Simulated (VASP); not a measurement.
Given:

```
CELL_PARAMETERS angstrom
      1.56475    -2.71023     0.00000
      1.56475     2.71023     0.00000
      0.00000     0.00000     5.01493
ATOMIC_POSITIONS crystal
  Al 0.66667 0.33333 0.50012
  Al 0.33333 0.66667 0.00012
  N  0.66667 0.33333 0.88188
  N  0.33333 0.66667 0.38188
```

All values below come from modified Becke-Johnson potential (mBJ), VASP's PBE PAW potentials (set 64) (plane waves; VASP). Settings: 520 eV cut-off, 8×8×4 Γ-centred mesh, Gaussian smearing of 0.050 eV, potentials Al N.

mBJ is a potential without an energy functional, so only the levels count.

Problem. Predict the band gap (over mesh and band path) with the smallest direct gap where there is one.

Solution. 
```json
{
  "band gap (over mesh and band path)": "5.20 eV",
  "smallest direct gap (over mesh and band path)": "5.20 eV"
}
```

The compound is AlN in the wurtzite structure. It was relaxed first. The cell's shape comes from a PBE relaxation.
